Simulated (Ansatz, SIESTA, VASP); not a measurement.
# Code comparison for Hf2Ni (I4/mcm, 6 atoms in the cell)

Self-consistent single point.

```
Hf2Ni
1.0
   -3.17787     3.17787     2.61804
    3.17787    -3.17787     2.61804
    3.17787     3.17787    -2.61804
Hf Ni
4 2
Direct
  0.83439   0.66561   0.50000
  0.16561   0.33439   0.50000
  0.66561   0.16561   0.83122
  0.33439   0.83439   0.16878
  0.75000   0.75000   0.00000
  0.25000   0.25000   0.00000
```

Shared settings, as Ansatz (a quantum-chemistry and plane-wave program) writes them: kpoints.mp_grid.grid = 6 6 6; magnetization.spin_orbit = true; scf.occupations.method = fermi_dirac; scf.occupations.width = 0.0073 Ry. Potentials and cutoffs stand in the table.

```json
[
 {"code": "VASP", "model": "PBEsol, spin-orbit coupling, VASP's PBE PAW potentials (set 64)", "pressure (GPa)": "-3.49", "largest force (eV/Å)": "0.097", "cutoff": "300 eV"},
 {"code": "Ansatz", "model": "PBEsol with spin-orbit coupling, PAW files made with PBE", "pressure (GPa)": "-2.74", "largest force (eV/Å)": "0.103", "cutoff": "default"},
 {"code": "SIESTA", "model": "GGA PBEsol with spin-orbit coupling, numerical atomic orbitals DZP, PseudoDojo PBEsol fully relativistic norm-conserving potentials (rewritten from UPF to PSML)", "pressure (GPa)": "–", "largest force (eV/Å)": "0.104", "cutoff": "grid 300 Ry"}
]
```

A dash marks a value that a program does not give, or that is left out as unsure.

The spread over the programs that give each value: pressure within 0.75 GPa; largest force within 0.007 eV/Å.

SIESTA uses small atom-centred bases, whose incompleteness enters pressures, forces and empty levels differently from a plane-wave cutoff. Ansatz's pressure is given at a fixed set of plane waves, as the other plane-wave codes print theirs; with its correction for the finite basis it is -2.66 GPa.

VASP's run is marked for a possible Pulay error in its stress at this cutoff; no cutoff test was made.

The starting cell comes from a database of computed structures (which also holds hypothetical and non-ambient phases and stackings), without a prior relaxation at this level.

Keys are those of Ansatz 0.2.
